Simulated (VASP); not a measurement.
Wanted: the native input for a VASP 6.6.1 run.

```yaml
Task: relaxation of cell and atoms
Functional: PBE
Dispersion: D3(BJ)
Potentials_or_basis: VASP PAW PBE potentials, release 64 (Sn_d, O)
Cutoff: 600 eV
k_mesh: 8 × 8 × 6
Occupations: gaussian, width 0.03 eV
Spin: no spin polarisation
Further_INCAR_settings: ALGO = Normal; EDIFF = 1e-07; IBRION = 2; EDIFFG = -0.005; NSW = 90; ISIF = 3
```

The structure of SnO (Romarchite) lies in POSCAR:

```
SnO                                     
1.0
    3.8353843716      0.0000000000      0.0000000000
    0.0000000000      3.8353843716      0.0000000000
    0.0000000000      0.0000000000      4.7280492592
  Sn              O             
     2     2
Direct
     0.5000000000000000    0.0000000000000000    0.2459635578495514
     0.0000000000000000    0.5000000000000000    0.7540364421504486
     0.0000000000000000    0.0000000000000000    1.0000000000000000
     0.5000000000000000    0.5000000000000000    0.0000000000000000
```

One way to write it, as run:

INCAR

```
SYSTEM = SnO
  PREC = Accurate
  ENCUT = 600
  EDIFF = 1E-7
  ISMEAR = 0
  SIGMA = 0.03
  LREAL = .False.
  LASPH = .True.
  NELM = 80
  ALGO = Normal
  ISIF = 3
  LWAVE = .False.
  LCHARG = .False.
  GGA = PE
  IVDW = 12
  IBRION = 2
  NSW = 90
  EDIFFG = -0.005
  KPAR = 4
```

KPOINTS

```
regular mesh
0
Gamma
  8 8 6
  0 0 0
```

Potentials or basis: VASP PAW PBE potentials, release 64 (Sn_d, O).

The run is started by

```bash
$ cat potpaw_PBE.64/Sn_d/POTCAR potpaw_PBE.64/O/POTCAR > POTCAR
$ mpirun -np 4 vasp_std > vasp.out
```

It gave:

```
Pressure after relaxing      : 0.0 GPa
Largest force after relaxing : 0.005 eV/Å
Band gap on the k mesh       : none (metal or under the smearing width)
Dispersion energy per atom   : -0.237 eV
```

Caveat: the relaxation stopped at its first step, so nothing moved; pairwise dispersion overbinds metals, which lowers pressure and volume.

Wall time 66 s on 4 MPI ranks on AMD EPYC 7R13 Processor (Zen 3), on a shared host, peak memory 0.25 GiB a rank.
